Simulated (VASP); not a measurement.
MoS2:

```xyz
6
Lattice="3.1610 0.0000 0.0000 -1.5805 2.7375 0.0000 0.0000 0.0000 12.2950" Properties=species:S:1:pos:R:3 pbc="T T T"
Mo    0.0000    1.8250    3.0737
Mo    1.5805    0.9125    9.2212
S     1.5805    0.9125    4.6388
S     1.5805    0.9125    1.5087
S     0.0000    1.8250   10.7863
S     0.0000    1.8250    7.6562
```

The cell was built by a generator and needn't be a form met in nature.

Base run:

```yaml
Program: VASP 6.6.1
Functional: PBE
Potentials_or_basis: VASP PAW PBE potentials, release 64 (Mo_sv, S)
Cutoff: 520 eV
k_mesh: 8 × 8 × 2
Occupations: fermi-dirac, width 0.05 eV
Spin: no spin polarisation
```

Its results: band gap on the k mesh 0.99 eV, indirect (least direct gap 1.96 eV); pressure 2.7 GPa; largest force 0.031 eV/Å.

Q: The run is repeated on the same cell with these changes: dispersion from none to TS. What comes out?

A: Band gap on the k mesh 0.99 eV, indirect (least direct gap 1.96 eV); pressure -0.7 GPa; largest force 0.035 eV/Å.

Dispersion adds attraction, which lowers the pressure at fixed volume.

Caveats: this functional lacks dispersion, which binds the layers, so the pressure and a relaxed spacing across them are unreliable (some runs).

A k mesh can miss the band edges.
